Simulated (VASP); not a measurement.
# Driving VASP from ASE on Cu, part 2 of 3

Do ASE scripts that read Cu from different structure formats give one answer, and do several routes find one equilibrium volume? All runs use PBEsol. Left out of this account: at least 1 further run (self-consistent run: a reference on another mesh). This is not the structure that Cu takes at ambient conditions. The start is a computed cell from the Materials Project.

VASP 6.6.1; PBEsol; plane waves and PAW (Cu).

So far. Step 3 (Self-consistent run (PBEsol, through ASE), try 2): The energy lies -5.29 meV an atom from the first script, on another mesh.

The starting crystal is not the ambient structure of Cu (fcc); it is a model or a phase of other conditions.

### Step 4. Relaxing cell and atoms (PBEsol, through ASE)

The start need not lie at this functional's minimum. ISIF = 3 frees volume, shape and positions, and EDIFFG sets the threshold on forces and stress at which the search stops.

Input file run.py:

```python
import numpy as np
from ase.calculators.vasp import Vasp
from ase import Atoms

atoms = Atoms(['Cu', 'Cu', 'Cu', 'Cu'],
              cell=[[2.53076403, 0.0, 0.0], [-1.26538201, 2.19170594, 0.0], [0.0, 0.0, 8.26181508]],
              scaled_positions=[[0.0, 0.0, 0.0], [0.33333333, 0.66666667, 0.25], [0.0, 0.0, 0.5], [0.66666667, 0.33333333, 0.75]],
              pbc=True)

calc = Vasp(
    xc='pbesol',
    pp='PBE',
    prec='Accurate',
    encut=400,
    ediff=1e-06,
    nelm=100,
    ismear=-1,
    sigma=0.05,
    lreal=False,
    algo='Normal',
    nbands=28,
    lasph=True,
    lorbit=11,
    lwave=False,
    lcharg=False,
    kpar=4,
    ibrion=2,
    nsw=60,
    isif=3,
    ediffg=-0.01,
    pp_version='64',
    setups={'Cu': ''},
    kpts=(14, 14, 4),
    gamma=True,
    txt='vasp.out',
)
atoms.calc = calc

print("energy (eV):", round(atoms.get_potential_energy(), 6))
print("Fermi level (eV):", round(calc.get_fermi_level(), 4))
print("forces (eV/A):")
print(np.round(atoms.get_forces(), 4))
print("stress (GPa, Voigt, tension positive):", np.round(atoms.get_stress() * 160.21766, 3))
print("cell (A, degrees):", np.round(atoms.cell.cellpar(), 4))
print("volume (A^3):", round(atoms.get_volume(), 4))
print("positions:")
print(np.round(atoms.get_scaled_positions(), 5))
```

PAW data sets: Cu (PBE family, release 64).

On the command line:

```console
export ASE_VASP_COMMAND="mpirun -np 4 vasp_std"
python run.py
```

Output:

```text
energy (eV): -17.212953
Fermi level (eV): 7.8439
forces (eV/A):
[[ 0.  0. -0.]
 [-0.  0.  0.]
 [ 0. -0. -0.]
 [ 0. -0. -0.]]
stress (GPa, Voigt, tension positive): [-0.013 -0.013 -0.015 -0.    -0.    -0.   ]
cell (A, degrees): [  2.5204   2.5204   8.2275  90.      90.     120.    ]
volume (A^3): 45.2623
positions:
[[0.      0.      0.     ]
 [0.33333 0.66667 0.25   ]
 [0.      0.      0.5    ]
 [0.66667 0.33333 0.75   ]]
```

It took 73 s on 4 MPI ranks of AMD EPYC 7R43, shared host; peak memory 0.55 GiB.

The INCAR that ASE wrote:

```
ENCUT = 400.000000
SIGMA = 0.050000
EDIFF = 1.00e-06
EDIFFG = -1.00e-02
ALGO = Normal
GGA = PS
PREC = Accurate
IBRION = 2
ISIF = 3
ISMEAR = -1
KPAR = 4
LORBIT = 11
NBANDS = 28
NELM = 100
NSW = 60
LASPH = .TRUE.
LCHARG = .FALSE.
LWAVE = .FALSE.
LREAL = .FALSE.
```

The KPOINTS that ASE wrote:

```
KPOINTS created by Atomic Simulation Environment
0
Gamma
14 14 4
0 0 0
```

VASP's own log, vasp.out:

```text
[... set-up lines as in an earlier step ...]
 entering main loop
       N       E                     dE             d eps       ncg     rms          rms(c)
[... 14 cycles as in an earlier step ...]
   1 F= -.17215666E+02 E0= -.17209432E+02  d E =-.172157E+02
 curvature:   0.00 expect dE= 0.000E+00 dE for cont linesearch  0.000E+00
 trial: gam= 0.00000 g(F)=  0.279E-45 g(S)=  0.122E-01 ort = 0.000E+00 (trialstep = 0.100E+01)
 search vector abs. value=  0.122E-01
 bond charge predicted
       N       E                     dE             d eps       ncg     rms          rms(c)
DAV:   1    -0.176358168033E+02   -0.42015E+00   -0.56111E+00  4144   0.458E+01    0.540E+00
DAV:   2    -0.173513572932E+02    0.28446E+00   -0.30674E+00  4280   0.381E+01    0.204E+00
DAV:   3    -0.172277865910E+02    0.12357E+00   -0.51610E-01  4320   0.155E+01    0.731E-01
DAV:   4    -0.172183224498E+02    0.94641E-02   -0.99883E-03  6416   0.376E+00    0.231E-01
DAV:   5    -0.172175340367E+02    0.78841E-03   -0.31373E-03  5152   0.303E+00    0.497E-02
DAV:   6    -0.172174651205E+02    0.68916E-04   -0.96751E-04  4952   0.494E-01    0.248E-02
DAV:   7    -0.172174581368E+02    0.69837E-05   -0.54043E-05  5208   0.241E-01    0.744E-03
DAV:   8    -0.172174568748E+02    0.12620E-05   -0.12012E-05  4204   0.132E-01    0.311E-03
DAV:   9    -0.172174568581E+02    0.16676E-07   -0.14873E-06  2300   0.451E-02
   2 F= -.17217457E+02 E0= -.17211157E+02  d E =-.179040E-02
 trial-energy change:   -0.001790  1 .order   -0.001611   -0.012150    0.008927
 step:   0.5888(harm=  0.5765)  dis= 0.00000  next Energy=   -17.219280 (dE=-0.361E-02)
 bond charge predicted
       N       E                     dE             d eps       ncg     rms          rms(c)
DAV:   1    -0.172885834670E+02   -0.71127E-01   -0.96925E-01  4100   0.195E+01    0.216E+00
DAV:   2    -0.172392207880E+02    0.49363E-01   -0.48597E-01  4300   0.149E+01    0.767E-01
DAV:   3    -0.172210760078E+02    0.18145E-01   -0.77542E-02  4304   0.602E+00    0.314E-01
DAV:   4    -0.172192413609E+02    0.18346E-02   -0.92759E-04  6852   0.830E-01    0.345E-02
DAV:   5    -0.172192234074E+02    0.17954E-04   -0.14338E-04  6096   0.585E-01    0.580E-03
DAV:   6    -0.172192232518E+02    0.15566E-06   -0.27209E-05  5252   0.101E-01    0.730E-03
DAV:   7    -0.172192251624E+02   -0.19106E-05   -0.23612E-06  3060   0.241E-02    0.160E-03
DAV:   8    -0.172192255881E+02   -0.42578E-06   -0.34863E-07  2236   0.746E-03
   3 F= -.17219226E+02 E0= -.17212953E+02  d E =-.355913E-02
 curvature:  -0.29 expect dE=-0.162E-06 dE for cont linesearch -0.162E-06
 trial: gam= 0.00000 g(F)=  0.158E-45 g(S)=  0.563E-06 ort =-0.827E-04 (trialstep = 0.918E+00)
 search vector abs. value=  0.564E-06
 reached required accuracy - stopping structural energy minimisation
```

Parts of OUTCAR (step 4):

```text
 Found     72 irreducible k-points:

   NELECT =      44.0000    total number of electrons

 E-fermi :   7.8439

 k-point     1 :       0.0000    0.0000    0.0000
  band No.  band energies     occupation
    ...
     20       5.9313      2.00000
     21       5.9313      2.00000
     22       6.2358      2.00000
     23       6.2358      2.00000
     24       6.7773      2.00000
     25      11.9024      0.00000
     26      20.7290      0.00000
     27      20.7299      0.00000
     28      29.4451      0.00000

 k-point     2 :       0.0714    0.0000    0.0000
  band No.  band energies     occupation
    ...
     20       5.8649      2.00000
     21       5.9256      2.00000
     22       5.9733      2.00000
     23       6.2433      2.00000
     24       7.5448      1.99497
     25      11.9445      0.00000
     26      20.8606      0.00000
     27      20.8617      0.00000
     28      27.1339      0.00000

  Total        0.0038042      0.0038042      0.0042157      0.0000000      0.0000000      0.0000000
  in kB        0.1346607      0.1346607      0.1492264      0.0000000      0.0000000      0.0000000
  external PRESSURE =       0.1395160 kB  Pullay stress =       0.0000000 kB

  energy-cutoff  :      400.00
  volume of cell :       45.26
      direct lattice vectors                 reciprocal lattice vectors
     2.520401370 -0.000000000  0.000000000     0.396762203  0.229070764 -0.000000000
    -1.260200680  2.182731613 -0.000000000     0.000000000  0.458141530 -0.000000000
     0.000000000  0.000000000  8.227482683     0.000000000  0.000000000  0.121543860

 POSITION                                       TOTAL-FORCE (eV/Angst)
 -----------------------------------------------------------------------------------
     -1.26020      2.18273     -0.00000         0.000000      0.000000     -0.000000
     -0.00000      1.45515      2.05687        -0.000000      0.000000      0.000000
     -1.26020      2.18273      4.11374         0.000000     -0.000000     -0.000000
      1.26020      0.72758      6.17061         0.000000     -0.000000     -0.000000
 -----------------------------------------------------------------------------------
    total drift:                               -0.000000      0.000000      0.000000

  FREE ENERGIE OF THE ION-ELECTRON SYSTEM (eV)
  ---------------------------------------------------
  free  energy   TOTEN  =       -17.2192255881 eV

  energy  without entropy=      -17.2066799678  energy(sigma->0) =      -17.21295278

 reached required accuracy - stopping structural energy minimisation

 total charge
# of ion       s       p       d       tot
------------------------------------------
    1        0.466   0.416   9.170  10.053
    2        0.465   0.419   9.171  10.054
    3        0.466   0.416   9.170  10.053
    4        0.465   0.419   9.171  10.054
--------------------------------------------------
tot          1.862   1.670  36.683  40.215

[... 8 parts as in an earlier step ...]

[... 5 further parts left out ...]
```

The run keeps the 24 symmetry operations of its start, so it cannot find a distortion of lower symmetry.

Relaxation path:

```tsv
step	energy less that of the first step (eV)	largest force (eV/Å)	pressure (GPa)	volume (Å³)
1	0.0000	0.0000	-2.03	45.83
2	-0.0018	0.0000	1.52	44.87
3	-0.0036	0.0000	0.01	45.26
```

```tsv
conventional cell, symmetrised	before	after	change
a (Å)	2.531	2.520	-0.4 %
b (Å)	2.531	2.520	-0.4 %
c (Å)	8.262	8.227	-0.4 %
volume (Å³/atom)	11.46	11.32	-1.2 %
```

Final coordinates:

```cif
data_structure
_symmetry_space_group_name_H-M 'P 1'
_symmetry_Int_Tables_number 1
_cell_length_a 2.5204
_cell_length_b 2.5204
_cell_length_c 8.2275
_cell_angle_alpha 90.000
_cell_angle_beta 90.000
_cell_angle_gamma 120.000
_cell_volume 45.26
loop_
_atom_site_label
_atom_site_type_symbol
_atom_site_fract_x
_atom_site_fract_y
_atom_site_fract_z
_atom_site_occupancy
Cu1 Cu 0.00000 0.00000 0.00000 1
Cu2 Cu 0.33333 0.66667 0.25000 1
Cu3 Cu 0.00000 0.00000 0.50000 1
Cu4 Cu 0.66667 0.33333 0.75000 1
```

Numbers from this step:

```yaml
irreducible_k_points: 72
free_energy_toten: -17.22 eV
energy_at_zero_smearing: -17.21 eV
fermi_energy: 7.844 eV
pressure: 0.01395 GPa
scf_cycles_over_all_ionic_steps: 31
```

It ends with forces that vanish by symmetry and a pressure of 0.01 GPa.

### Step 5. Energy against volume, from ASE (PBEsol)

An ASE loop scales the volume at fixed shape and fractional positions and fits the energies, which gives the bulk modulus of a clamped cell from energies alone.

Input file run.py:

```python
import numpy as np
from ase.calculators.vasp import Vasp
from ase.io import read
from ase.eos import EquationOfState
from ase.units import GPa

atoms = read('Cu.cif')

calc = Vasp(
    xc='pbesol',
    pp='PBE',
    prec='Accurate',
    encut=400,
    ediff=1e-06,
    nelm=100,
    ismear=-1,
    sigma=0.05,
    lreal=False,
    algo='Normal',
    nbands=28,
    lasph=True,
    lorbit=11,
    lwave=False,
    lcharg=False,
    kpar=4,
    isif=2,
    pp_version='64',
    setups={'Cu': ''},
    kpts=(14, 14, 4),
    gamma=True,
    txt='vasp.out',
)
atoms.calc = calc

cell, volumes, energies = atoms.get_cell(), [], []
for x in [0.94, 0.96, 0.98, 1.0, 1.02, 1.04, 1.06]:
    atoms.set_cell(cell * x ** (1 / 3), scale_atoms=True)
    volumes.append(atoms.get_volume())
    energies.append(atoms.get_potential_energy())
    print(f"{x:.2f}  V = {volumes[-1]:.4f} A^3  E = {energies[-1]:.6f} eV")
v0, e0, b0 = EquationOfState(volumes, energies, eos="birchmurnaghan").fit()
print(f"V0 = {v0:.4f} A^3  E0 = {e0:.6f} eV  B0 = {b0 / GPa:.2f} GPa")
```

Input file Cu.cif:

```cif
data_Cu
_cell_length_a 2.53076403
_cell_length_b 2.53076403
_cell_length_c 8.26181508
_cell_angle_alpha 90.00000000
_cell_angle_beta 90.00000000
_cell_angle_gamma 120.00000000
_space_group_name_H-M_alt 'P1'
_space_group_name_Hall 'P 1'
_space_group_IT_number 1
loop_
_space_group_symop_operation_xyz
'x,y,z'
loop_
_atom_site_label
_atom_site_type_symbol
_atom_site_symmetry_multiplicity
_atom_site_Wyckoff_symbol
_atom_site_fract_x
_atom_site_fract_y
_atom_site_fract_z
_atom_site_occupancy
Cu1 Cu 1 a 0.0000000000 0.0000000000 0.0000000000 1
Cu2 Cu 1 a 0.3333333300 0.6666666700 0.2500000000 1
Cu3 Cu 1 a 0.0000000000 0.0000000000 0.5000000000 1
Cu4 Cu 1 a 0.6666666700 0.3333333300 0.7500000000 1
```

Output:

```text
0.94  V = 43.0762 A^3  E = -17.135780 eV
0.96  V = 43.9927 A^3  E = -17.182451 eV
0.98  V = 44.9092 A^3  E = -17.206289 eV
1.00  V = 45.8257 A^3  E = -17.209432 eV
1.02  V = 46.7422 A^3  E = -17.194608 eV
1.04  V = 47.6588 A^3  E = -17.163555 eV
1.06  V = 48.5753 A^3  E = -17.118202 eV
V0 = 45.5201 A^3  E0 = -17.210518 eV  B0 = 163.84 GPa
```

The job ended after 3.7 min (4 MPI ranks; peak memory 0.54 GiB; 14 min of CPU time).

ASE turned this into the INCAR:

```
ENCUT = 400.000000
SIGMA = 0.050000
EDIFF = 1.00e-06
ALGO = Normal
GGA = PS
PREC = Accurate
ISIF = 2
ISMEAR = -1
KPAR = 4
LORBIT = 11
NBANDS = 28
NELM = 100
LASPH = .TRUE.
LCHARG = .FALSE.
LWAVE = .FALSE.
LREAL = .FALSE.
```

ASE turned this into the KPOINTS:

```
KPOINTS created by Atomic Simulation Environment
0
Gamma
14 14 4
0 0 0
```

vasp.out (the last of its runs):

```text
[banner, memory and clock lines left out]
running    4 mpi-ranks, on    1 nodes
 distrk:  each k-point on    1 cores,    4 groups
 distr:  one band on    1 cores,    1 groups

 POSCAR found type information on POSCAR Cu
 POSCAR found :  1 types and       4 ions
 [... a notice as in an earlier step ...]

 LDA part: xc-table for (Slater+PW92), standard interpolation
 POSCAR, INCAR and KPOINTS ok, starting setup
 FFT: planning ... GRIDC
 FFT: planning ... GRID_SOFT
 FFT: planning ... GRID
 WAVECAR not read
 WARNING: random wavefunctions but no delay for mixing, default for NELMDL
 entering main loop
       N       E                     dE             d eps       ncg     rms          rms(c)
DAV:   1     0.304737834369E+03    0.30474E+03   -0.17045E+04  4240   0.230E+03
DAV:   2     0.203388786048E+01   -0.30270E+03   -0.29410E+03  4032   0.375E+02
DAV:   3    -0.209070907890E+02   -0.22941E+02   -0.21781E+02  4320   0.155E+02
DAV:   4    -0.214017926264E+02   -0.49470E+00   -0.49389E+00  4556   0.306E+01
DAV:   5    -0.214081711934E+02   -0.63786E-02   -0.63780E-02  5024   0.333E+00    0.167E+01
DAV:   6    -0.189756777618E+02    0.24325E+01   -0.42778E+01  4308   0.136E+02    0.907E+00
DAV:   7    -0.171607352117E+02    0.18149E+01   -0.80459E+00  4420   0.579E+01    0.737E-01
DAV:   8    -0.171405790824E+02    0.20156E-01   -0.19404E-01  5024   0.633E+00    0.975E-01
DAV:   9    -0.171240836934E+02    0.16495E-01   -0.46721E-02  4468   0.441E+00    0.241E-02
DAV:  10    -0.171242886818E+02   -0.20499E-03   -0.18819E-03  5032   0.725E-01    0.416E-02
DAV:  11    -0.171242993105E+02   -0.10629E-04   -0.10476E-04  4752   0.309E-01    0.414E-02
DAV:  12    -0.171242717524E+02    0.27558E-04   -0.50212E-05  4544   0.140E-01    0.106E-02
DAV:  13    -0.171242727854E+02   -0.10330E-05   -0.13252E-05  4900   0.628E-02    0.468E-03
DAV:  14    -0.171242723545E+02    0.43094E-06   -0.12598E-06  2644   0.212E-02
   1 F= -.17124272E+02 E0= -.17118202E+02  d E =-.121415E-01
```

From OUTCAR (step 5):

```text
   ENCUT  =  400.0 eV  29.40 Ry    5.42 a.u.   4.21  4.21 13.74*2*pi/ulx,y,z

   NELECT =      44.0000    total number of electrons

 E-fermi :   6.9589

 k-point     1 :       0.0000    0.0000    0.0000
  band No.  band energies     occupation
    ...
     20       5.1530      2.00000
     21       5.1530      2.00000
     22       5.4270      2.00000
     23       5.4270      2.00000
     24       6.1062      2.00000
     25      10.6644      0.00000
     26      19.2524      0.00000
     27      19.2535      0.00000
     28      28.0208      0.00000

  Total       -2.9774580     -2.9774580     -2.9919596     -0.0000000     -0.0000000     -0.0000000
  in kB      -98.2066619    -98.2066619    -98.6849736     -0.0000000     -0.0000000     -0.0000000
  external PRESSURE =     -98.3660991 kB  Pullay stress =       0.0000000 kB

 POSITION                                       TOTAL-FORCE (eV/Angst)
 -----------------------------------------------------------------------------------
      0.00000      0.00000      0.00000         0.000000      0.000000     -0.000000
     -0.00000      1.48979      2.10596        -0.000000      0.000000      0.000000
      0.00000      0.00000      4.21193         0.000000      0.000000     -0.000000
      1.29020      0.74490      6.31789         0.000000     -0.000000     -0.000000
 -----------------------------------------------------------------------------------
    total drift:                               -0.000000      0.000000      0.000000

  FREE ENERGIE OF THE ION-ELECTRON SYSTEM (eV)
  ---------------------------------------------------
  free  energy   TOTEN  =       -17.1242723545 eV

  energy  without entropy=      -17.1121308774  energy(sigma->0) =      -17.11820162

[... 3 parts as in an earlier step ...]

[... 13 further parts left out ...]
```

Numbers from this step:

| Quantity | Value |
| --- | --- |
| bulk modulus | 163.8 GPa |
| equilibrium volume of the fit | 11.38 Å³/atom |

The fit over cells of fixed shape and fractional positions puts the volume +0.57 % from the relaxed one.

(Part 2 of 3 ends here.)

[Lines on the potential files, build, host, timing and source positions are cut from VASP's logs without a mark.]

[Logs are printed without paths, hosts, clocks, repeated set-up lines and the standing remarks that a program may print on its own settings, such as how far it seeks lower states.]

[Hosts, paths, dates, database ids (printed as entryN), source tags and the programs' standing remarks are cut or masked in the printed files.]

[A measured line is paired with the nearest computed mode of its activity, which favours agreement.]

[In band tables of VASP the shares of atoms and orbitals are scaled to a sum of 1 inside the atoms' spheres.]
